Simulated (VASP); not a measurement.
These are LDA (Ceperley-Alder, Perdew-Zunger), VASP's LDA PAW potentials (set 64) (plane waves; VASP) values and carry that method's errors.

The input files of a VASP run:

**POSCAR**
```
CsSnI3
1
    6.0249403238     0.0000000000    -0.0000000000
   -0.0000000000     6.0249403238    -0.0000000000
    0.0000000000     0.0000000000     6.0249403238
Cs Sn I
1 1 3
Direct
  0.0000000000   0.0000000000   0.0000000000
  0.5000000000   0.5000000000   0.5000000000
  0.5000000000   0.0000000000   0.5000000000
  0.0000000000   0.5000000000   0.5000000000
  0.5000000000   0.5000000000   0.0000000000
```

INCAR:
```
SYSTEM=CsSnI3
PREC=Accurate; ENCUT=500; LREAL=F
LASPH=T
EDIFF=1E-6; NELM=100; ALGO=Normal
LMAXMIX=4
ISMEAR=0; SIGMA=0.05
IBRION=2; NSW=40; ISIF=3
EDIFFG=-0.02
LWAVE=F; LCHARG=F
```

KPOINTS:
```
K-points
0
gamma
4 4 4
```

POTCAR, in this order: Cs_sv Sn_d I (LDA.64 set). Program: vasp_std.

### Question
What will the output report for the number of irreducible k-points (NKPTS), largest plane-wave count, number of space-group operations, FFT grid (NGX, NGY, NGZ)?

### Answer

The number of irreducible k-points (NKPTS) is 10 and the largest plane-wave count is 5580. The number of space-group operations is 48 and the FFT grid (NGX, NGY, NGZ) is 48 × 48 × 48.

The compound is CsSnI3 in the cubic perovskite structure, the ideal cubic form; the compound distorts at low or room temperature. This run relaxes it. Symmetry was kept, so distortions that lower it aren't found.
